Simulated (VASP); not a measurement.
All values below come from LDA (Ceperley-Alder, Perdew-Zunger), VASP's LDA PAW potentials (set 64) (plane waves; VASP).

A VASP calculation is set up with these files.

### INCAR
```
# general
SYSTEM  = Se
PREC    = Accurate
ENCUT   = 400
LREAL   = .FALSE.
LASPH   = .TRUE.

# electronic loop
EDIFF   = 1E-6
NELM    = 100
ALGO    = Normal
LMAXMIX = 4

# smearing
ISMEAR  = 0
SIGMA   = 0.05

# ions
IBRION  = 2
NSW     = 60
ISIF    = 3
EDIFFG  = -0.02

# output
LWAVE   = .FALSE.
LCHARG  = .FALSE.
```

KPOINTS:
```
Automatic mesh
0
Gamma
6 6 4
0 0 0
```

File POSCAR:
```
Se
1.0
  2.0042216687  -3.4714137489   0.0000000000
  2.0042216687   3.4714137489   0.0000000000
  0.0000000000   0.0000000000   5.0432254992
Se
3
direct
  1.0000000000   0.2542778123   0.6666670000
  0.7457221877   0.7457221877   0.0000000000
  0.2542778123   1.0000000000   0.3333330000
```

POTCAR, in this order: Se (LDA.64 set). Program: vasp_std.

What VASP printed:

**OUTCAR**
```
 ion  position               nearest neighbor table
   1  0.000  0.254  0.667-   2 2.44   3 2.44
   2  0.746  0.746  0.000-   3 2.44   1 2.44
   3  0.254  0.000  0.333-   2 2.44   1 2.44
  LATTYP: Found a hexagonal cell.
 ALAT       =     4.0084433279
 C/A-ratio  =     1.2581506302
 Subroutine PRICEL returns:
 Original cell was already a primitive cell.
 Subroutine GETGRP returns: Found  6 space group operations
The static configuration has the point symmetry C_2 .
 The point group associated with its full space group is D_3 .
The dynamic configuration has the point symmetry C_2 .
 Subroutine INISYM returns: Found  6 space group operations
 Subroutine IBZKPT returns following result:
 Found     24 irreducible k-points:

 Following reciprocal coordinates:
            Coordinates               Weight
  0.000000  0.000000  0.000000      1.000000
  0.166667  0.000000  0.000000      6.000000
  0.333333  0.000000  0.000000      6.000000
  0.500000  0.000000  0.000000      3.000000
  0.166667  0.166667  0.000000      6.000000
  0.333333  0.166667  0.000000     12.000000
  0.333333  0.333333  0.000000      2.000000
  0.000000  0.000000  0.250000      2.000000
  0.166667  0.000000  0.250000      6.000000
  0.000000  0.166667  0.250000      6.000000
  0.333333  0.000000  0.250000      6.000000
  0.000000  0.333333  0.250000      6.000000
  0.500000  0.000000  0.250000      6.000000
  0.166667  0.166667  0.250000     12.000000
  0.333333  0.166667  0.250000     12.000000
 -0.166667  0.500000  0.250000     12.000000
  0.333333  0.333333  0.250000      4.000000
  0.000000  0.000000  0.500000      1.000000
  0.166667  0.000000  0.500000      6.000000
  0.333333  0.000000  0.500000      6.000000
  0.500000  0.000000  0.500000      3.000000
  0.166667  0.166667  0.500000      6.000000
  0.333333  0.166667  0.500000     12.000000
  0.333333  0.333333  0.500000      2.000000
   k-points           NKPTS =     24   k-points in BZ     NKDIM =     24   number of bands    NBANDS=     13
   number of dos      NEDOS =    301   number of ions     NIONS =      3
   total plane-waves  NPLWV =  28224
   dimension x,y,z NGX =    28 NGY =   28 NGZ =   36
   dimension x,y,z NGXF=    56 NGYF=   56 NGZF=   72
   ions per type =               3
   PREC   = accura    normal or accurate (medium, high low for compatibility)
   ISTART =      0    job   : 0-new  1-cont  2-samecut
   ICHARG =      2    charge: 1-file 2-atom 10-const
   ISPIN  =      1    spin polarized calculation?
   LNONCOLLINEAR =      F non collinear calculations
   LSORBIT =      F    spin-orbit coupling
   INIWAV =      1    electr: 0-lowe 1-rand  2-diag
   ENCUT  =  400.0 eV  29.40 Ry    5.42 a.u.   6.54  6.54  8.22*2*pi/ulx,y,z
   NELM   =    100;   NELMIN=  2; NELMDL= -5     # of ELM steps
   EDIFF  = 0.1E-05   stopping-criterion for ELM
   LREAL  =      F    real-space projection
   NLSPLINE    = F    spline interpolate recip. space projectors
   LMAXMIX     =    4 max onsite mixed and CHGCAR
   VOSKOWN=      0    Vosko Wilk Nusair interpolation
   EDIFFG = -.2E-01   stopping-criterion for IOM
   NSW    =     60    number of steps for IOM
   NBLOCK =      1;   KBLOCK =     60    inner block; outer block
   IBRION =      2    ionic relax: 0-MD 1-quasi-New 2-CG
   NFREE  =      1    steps in history (QN), initial steepest desc. (CG)
   ISIF   =      3    stress and relaxation
   ISYM   =      2    0-nonsym 1-usesym 2-fastsym
   TEIN   =    0.0    initial temperature
   TEBEG  =    0.0;   TEEND  =   0.0 temperature during run
   SMASS  =  -3.00    Nose mass-parameter (am)
   PSTRESS=    0.0 pullay stress
   NELECT =      18.0000    total number of electrons
...
```

File OSZICAR:
```
       N       E                     dE             d eps       ncg     rms          rms(c)
DAV:   1     0.749371173076E+02    0.74937E+02   -0.65425E+03   624   0.953E+02
DAV:   2    -0.765054257247E+01   -0.82588E+02   -0.79272E+02   841   0.171E+02
DAV:   3    -0.125173644106E+02   -0.48668E+01   -0.48327E+01   764   0.474E+01
DAV:   4    -0.125589089869E+02   -0.41545E-01   -0.41527E-01   709   0.526E+00
DAV:   5    -0.125592162219E+02   -0.30723E-03   -0.30722E-03   759   0.434E-01    0.760E+00
DAV:   6    -0.124935998551E+02    0.65616E-01   -0.33627E-02   669   0.130E+00    0.465E+00
DAV:   7    -0.124691088116E+02    0.24491E-01   -0.64050E-02   659   0.173E+00    0.187E-01
DAV:   8    -0.124682225101E+02    0.88630E-03   -0.89330E-03   644   0.677E-01    0.111E-01
DAV:   9    -0.124682508983E+02   -0.28388E-04   -0.26083E-04   769   0.127E-01    0.289E-02
DAV:  10    -0.124682426182E+02    0.82801E-05   -0.32469E-05   714   0.421E-02    0.678E-03
DAV:  11    -0.124682430167E+02   -0.39855E-06   -0.65879E-06   684   0.164E-02
   1 F= -.12468243E+02 E0= -.12468243E+02  d E =-.124682E+02
       N       E                     dE             d eps       ncg     rms          rms(c)
DAV:   1    -0.124717907381E+02   -0.35481E-02   -0.10817E-01   629   0.198E+00    0.201E-01
DAV:   2    -0.124708136852E+02    0.97705E-03   -0.29518E-03   694   0.375E-01    0.104E-01
DAV:   3    -0.124704737852E+02    0.33990E-03   -0.93006E-04   704   0.185E-01    0.303E-02
DAV:   4    -0.124704704942E+02    0.32910E-05   -0.56438E-05   689   0.535E-02    0.130E-02
DAV:   5    -0.124704696816E+02    0.81260E-06   -0.31070E-06   637   0.126E-02
   2 F= -.12470470E+02 E0= -.12470470E+02  d E =-.222666E-02
       N       E                     dE             d eps       ncg     rms          rms(c)
DAV:   1    -0.124798043779E+02   -0.93339E-02   -0.57928E-01   629   0.458E+00    0.467E-01
DAV:   2    -0.124745636514E+02    0.52407E-02   -0.15888E-02   694   0.869E-01    0.240E-01
DAV:   3    -0.124727294157E+02    0.18342E-02   -0.49606E-03   704   0.428E-01    0.696E-02
DAV:   4    -0.124727112736E+02    0.18142E-04   -0.29650E-04   689   0.122E-01    0.303E-02
DAV:   5    -0.124727068865E+02    0.43872E-05   -0.16389E-05   734   0.292E-02    0.805E-03
DAV:   6    -0.124727068287E+02    0.57794E-07   -0.23170E-06   503   0.103E-02
   3 F= -.12472707E+02 E0= -.12472707E+02  d E =-.446381E-02
       N       E                     dE             d eps       ncg     rms          rms(c)
DAV:   1    -0.124727212801E+02   -0.14394E-04   -0.89436E-04   624   0.180E-01    0.181E-02
DAV:   2    -0.124727128880E+02    0.83921E-05   -0.24700E-05   689   0.344E-02    0.947E-03
DAV:   3    -0.124727099884E+02    0.28996E-05   -0.80824E-06   689   0.172E-02    0.275E-03
DAV:   4    -0.124727099580E+02    0.30440E-07   -0.43878E-07   322   0.486E-03
   4 F= -.12472710E+02 E0= -.12472710E+02  d E =-.446694E-02
       N       E                     dE             d eps       ncg     rms          rms(c)
DAV:   1    -0.124728739507E+02   -0.16396E-03   -0.28731E-02   624   0.105E+00    0.932E-02
DAV:   2    -0.124729810022E+02   -0.10705E-03   -0.14514E-03   734   0.258E-01    0.222E-02
DAV:   3    -0.124729672765E+02    0.13726E-04   -0.20413E-05   674   0.335E-02    0.123E-02
DAV:   4    -0.124729641599E+02    0.31165E-05   -0.13135E-05   674   0.227E-02    0.410E-03
DAV:   5    -0.124729641619E+02   -0.19141E-08   -0.10004E-06   322   0.741E-03
   5 F= -.12472964E+02 E0= -.12472964E+02  d E =-.254204E-03
       N       E                     dE             d eps       ncg     rms          rms(c)
DAV:   1    -0.124729745317E+02   -0.10372E-04   -0.69736E-03   624   0.515E-01    0.463E-02
DAV:   2    -0.124730006029E+02   -0.26071E-04   -0.35213E-04   739   0.127E-01    0.109E-02
DAV:   3    -0.124729973150E+02    0.32878E-05   -0.49064E-06   674   0.164E-02    0.605E-03
DAV:   4    -0.124729965472E+02    0.76789E-06   -0.29620E-06   462   0.111E-02
   6 F= -.12472997E+02 E0= -.12472996E+02  d E =-.286589E-03
       N       E                     dE             d eps       ncg     rms          rms(c)
DAV:   1    -0.124732864624E+02   -0.28915E-03   -0.87272E-03   624   0.571E-01    0.603E-02
DAV:   2    -0.124731826915E+02    0.10377E-03   -0.36549E-04   674   0.131E-01    0.350E-02
DAV:   3    -0.124731365920E+02    0.46099E-04   -0.11069E-04   659   0.590E-02    0.986E-03
DAV:   4    -0.124731354828E+02    0.11091E-05   -0.34874E-06   704   0.122E-02    0.534E-03
DAV:   5    -0.124731353244E+02    0.15848E-06   -0.15991E-07   312   0.318E-03
   7 F= -.12473135E+02 E0= -.12473135E+02  d E =-.138777E-03
       N       E                     dE             d eps       ncg     rms          rms(c)
DAV:   1    -0.124740965252E+02   -0.96104E-03   -0.47737E-02   624   0.134E+00    0.141E-01
DAV:   2    -0.124735258934E+02    0.57063E-03   -0.20050E-03   674   0.306E-01    0.822E-02
DAV:   3    -0.124732738602E+02    0.25203E-03   -0.61176E-04   659   0.139E-01    0.229E-02
DAV:   4    -0.124732682279E+02    0.56322E-05   -0.18197E-05   739   0.280E-02    0.124E-02
DAV:   5    -0.124732673708E+02    0.85713E-06   -0.87538E-07   342   0.743E-03
   8 F= -.12473267E+02 E0= -.12473267E+02  d E =-.270824E-03
```

File OUTCAR:
```
------------------------ aborting loop because EDIFF is reached ----------------------------------------
  FORCE on cell =-STRESS in cart. coord.  units (eV):
  Direction    XX          YY          ZZ          XY          YZ          ZX
  --------------------------------------------------------------------------------------
  Total        0.0038058      0.0038058      0.0037380      0.0000000     -0.0000000      0.0000000
  in kB        0.0881140      0.0881140      0.0865440      0.0000000     -0.0000000      0.0000000
  external PRESSURE =       0.0875907 kB  Pullay stress =       0.0000000 kB
  volume of cell :       69.20
      direct lattice vectors                 reciprocal lattice vectors
     1.975097056 -3.420968441 -0.000000000     0.253152116 -0.146157443 -0.000000000
     1.975097056  3.420968441  0.000000000     0.253152116  0.146157443  0.000000000
     0.000000000 -0.000000000  5.120902200     0.000000000 -0.000000000  0.195278090
 POSITION                                       TOTAL-FORCE (eV/Angst)
 -----------------------------------------------------------------------------------
      2.48041     -2.54574      3.41394         0.000618      0.001070     -0.000000
      2.93957      0.00000      0.00000        -0.001236      0.000000     -0.000000
      2.48041      2.54574      1.70697         0.000618     -0.001070      0.000000
 -----------------------------------------------------------------------------------
    total drift:                               -0.000235     -0.000443      0.000013
  FREE ENERGIE OF THE ION-ELECTRON SYSTEM (eV)
  ---------------------------------------------------
  free  energy   TOTEN  =       -12.4732673708 eV

  energy  without entropy=      -12.4732669347  energy(sigma->0) =      -12.47326715

 reached required accuracy - stopping structural energy minimisation
```
(Selected blocks of OUTCAR.)

**CONTCAR**
```
Se
   1.00000000000000
     1.9750970561983481   -3.4209684407705399   -0.0000000000000000
     1.9750970561983481    3.4209684407705399    0.0000000000000000
     0.0000000000000000   -0.0000000000000000    5.1209021998800175
  Se
     3
Direct
     0.9999999999999978    0.2558428306127162    0.6666669999999968
     0.7441571693872858    0.7441571693872858    0.0000000000000000
     0.2558428306127162    0.9999999999999978    0.3333330000000032
```

File OUTCAR:
```
 val. band max:        4.4350840815   @ k =   0.3333   0.3333   0.5000

 cond. band min:       4.7150290336   @ k =   0.3333   0.3333   0.5000


 Fermi energy:         4.5779828013

 k-point     1 :       0.0000    0.0000    0.0000
  band No.  band energies     occupation
      1     -11.9199      2.00000
      2      -7.7273      2.00000
      3      -7.7273      2.00000
      4       0.6672      2.00000
      5       1.0024      2.00000
      6       1.0024      2.00000
      7       2.4480      2.00000
      8       2.4480      2.00000
      9       3.7182      2.00000
     10       5.7432      0.00000
     11       5.7432      0.00000
     12       6.4077      0.00000
     13      10.6093      0.00000

 k-point     2 :       0.1667    0.0000    0.0000
  band No.  band energies     occupation
      1     -11.7064      2.00000
      2      -7.8104      2.00000
      3      -7.6661      2.00000
      4      -0.5150      2.00000
      5       0.2505      2.00000
      6       0.7277      2.00000
      7       2.8196      2.00000
      8       3.2737      2.00000
      9       3.5837      2.00000
     10       5.5420      0.00000
     11       5.6938      0.00000
     12       6.3723      0.00000
     13      10.0441      0.00000

 k-point     3 :       0.3333    0.0000    0.0000
  band No.  band energies     occupation
      1     -11.1609      2.00000
      2      -8.1840      2.00000
      3      -7.5313      2.00000
      4      -1.3680      2.00000
      5      -0.5440      2.00000
      6       0.2301      2.00000
      7       1.6813      2.00000
      8       3.0755      2.00000
      9       3.4661      2.00000
     10       5.6582      0.00000
     11       5.8618      0.00000
     12       7.7269      0.00000
     13       8.8175      0.00000

 k-point     4 :       0.5000    0.0000    0.0000
  band No.  band energies     occupation
      1     -10.7664      2.00000
      2      -8.5451      2.00000
      3      -7.4574      2.00000
...
```

The compound is Se in the trig structure. This run relaxes it. Symmetry was kept, so distortions that lower it aren't found. The start is the result of an earlier pass.
